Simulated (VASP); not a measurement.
Computed with PBEsol GGA, VASP's PBE PAW potentials (set 64) (plane waves; VASP).

The input files of a VASP run:

**KPOINTS**
```
Automatic mesh
0
Gamma
8 8 4
0 0 0
```

### INCAR
```
PREC = Accurate
ISIF = 2   ! forces and stress, cell fixed
ALGO = Normal
LCHARG = .FALSE.
LWAVE = .FALSE.
LMAXMIX = 4   ! l cut-off of mixed one-centre charges
LASPH = .TRUE.   ! aspherical one-centre terms
ISMEAR = 0
NELM = 100
LREAL = .FALSE.   ! projection in real space or not
EDIFF = 1E-7
SYSTEM = GaN
ENCUT = 600
GGA = PS
SIGMA = 0.05
```

POSCAR:
```
GaN
3.1824440
  0.4999999825  -0.8660253615   0.0000000000
  0.4999999825   0.8660253615   0.0000000000
  0.0000000000   0.0000000000   1.6277120389
Ga N
2 2
Cart
  0.4999999825  -0.2886756979   0.8139103863
  0.4999999825   0.2886756979   0.0000543669
  0.4999999825  -0.2886756979   1.4274490912
  0.4999999825   0.2886756979   0.6135930718
```

POTCAR, in this order: Ga_d N (PBE.64 set). Program: vasp_std.

Output of the run:

OUTCAR:
```
 ion  position               nearest neighbor table
   1  0.667  0.333  0.500-   4 1.94   4 1.94   4 1.94   3 1.95
   2  0.333  0.667  0.000-   3 1.94   3 1.94   3 1.94   4 1.95
   3  0.667  0.333  0.877-   2 1.94   2 1.94   2 1.94   1 1.95
   4  0.333  0.667  0.377-   1 1.94   1 1.94   1 1.94   2 1.95
  LATTYP: Found a hexagonal cell.
 ALAT       =     3.1824438557
 C/A-ratio  =     1.6277121127
 Subroutine PRICEL returns:
 Original cell was already a primitive cell.
 Subroutine GETGRP returns: Found 12 space group operations
The static configuration has the point symmetry C_3v.
 The point group associated with its full space group is C_6v.
The dynamic configuration has the point symmetry C_3v.
 Subroutine INISYM returns: Found 12 space group operations
 Subroutine IBZKPT returns following result:
 Found     30 irreducible k-points:

 Following reciprocal coordinates:
            Coordinates               Weight
  0.000000  0.000000  0.000000      1.000000
  0.125000 -0.000000  0.000000      6.000000
  0.250000 -0.000000  0.000000      6.000000
  0.375000 -0.000000  0.000000      6.000000
  0.500000 -0.000000  0.000000      3.000000
  0.125000  0.125000  0.000000      6.000000
  0.250000  0.125000  0.000000     12.000000
  0.375000  0.125000  0.000000     12.000000
  0.250000  0.250000  0.000000      6.000000
  0.375000  0.250000  0.000000      6.000000
  0.000000  0.000000  0.250000      2.000000
  0.125000 -0.000000  0.250000     12.000000
  0.250000 -0.000000  0.250000     12.000000
  0.375000 -0.000000  0.250000     12.000000
  0.500000 -0.000000  0.250000      6.000000
  0.125000  0.125000  0.250000     12.000000
  0.250000  0.125000  0.250000     24.000000
  0.375000  0.125000  0.250000     24.000000
  0.250000  0.250000  0.250000     12.000000
  0.375000  0.250000  0.250000     12.000000
...
```

File OSZICAR:
```
       N       E                     dE             d eps       ncg     rms          rms(c)
DAV:   1     0.297661854434E+03    0.29766E+03   -0.20336E+04  1342   0.331E+03
DAV:   2     0.102402635566E+02   -0.28742E+03   -0.27798E+03  1442   0.571E+02
DAV:   3    -0.282065790426E+02   -0.38447E+02   -0.37895E+02  1502   0.165E+02
DAV:   4    -0.298937716366E+02   -0.16872E+01   -0.16809E+01  1890   0.367E+01
DAV:   5    -0.299203466518E+02   -0.26575E-01   -0.26560E-01  1496   0.408E+00    0.102E+01
DAV:   6    -0.262409444213E+02    0.36794E+01   -0.13374E+01  2408   0.581E+01    0.306E+00
DAV:   7    -0.263184056831E+02   -0.77461E-01   -0.15981E+00  1416   0.109E+01    0.261E+00
DAV:   8    -0.262975038255E+02    0.20902E-01   -0.31731E-01  2290   0.847E+00    0.982E-01
DAV:   9    -0.262707387705E+02    0.26765E-01   -0.12898E-01  2328   0.610E+00    0.292E-01
DAV:  10    -0.262716072782E+02   -0.86851E-03   -0.62733E-03  1582   0.871E-01    0.140E-01
DAV:  11    -0.262715449231E+02    0.62355E-04   -0.76684E-04  2068   0.535E-01    0.225E-02
DAV:  12    -0.262715455108E+02   -0.58771E-06   -0.15017E-04  1748   0.985E-02    0.975E-03
DAV:  13    -0.262715460879E+02   -0.57705E-06   -0.16548E-05  1678   0.865E-02    0.500E-03
DAV:  14    -0.262715461000E+02   -0.12167E-07   -0.17083E-06  1780   0.280E-02    0.490E-03
DAV:  15    -0.262715459046E+02    0.19540E-06   -0.65330E-07  1704   0.811E-03    0.336E-04
DAV:  16    -0.262715459070E+02   -0.23356E-08   -0.60318E-08   890   0.281E-03
   1 F= -.26271546E+02 E0= -.26271546E+02  d E =-.822244E-12
```

**OUTCAR**
```
------------------------ aborting loop because EDIFF is reached ----------------------------------------
  FORCE on cell =-STRESS in cart. coord.  units (eV):
  Direction    XX          YY          ZZ          XY          YZ          ZX
  --------------------------------------------------------------------------------------
  Total       -0.0717085     -0.0717085     -0.0098504      0.0000000      0.0000000      0.0000000
  in kB       -2.5286625     -2.5286624     -0.3473543      0.0000000      0.0000000      0.0000000
  external PRESSURE =      -1.8015597 kB  Pullay stress =       0.0000000 kB
  volume of cell :       45.43
      direct lattice vectors                 reciprocal lattice vectors
     1.591221944 -2.756077216  0.000000000     0.314223922 -0.181417268  0.000000000
     1.591221944  2.756077216  0.000000000     0.314223922  0.181417268  0.000000000
     0.000000000  0.000000000  5.180102412     0.000000000  0.000000000  0.193046376
  FREE ENERGIE OF THE ION-ELECTRON SYSTEM (eV)
  ---------------------------------------------------
  free  energy   TOTEN  =       -26.2715459070 eV

  energy  without entropy=      -26.2715459070  energy(sigma->0) =      -26.27154591
```
(Selected blocks of OUTCAR.)

The compound is GaN in the wurtzite structure. It was relaxed first.
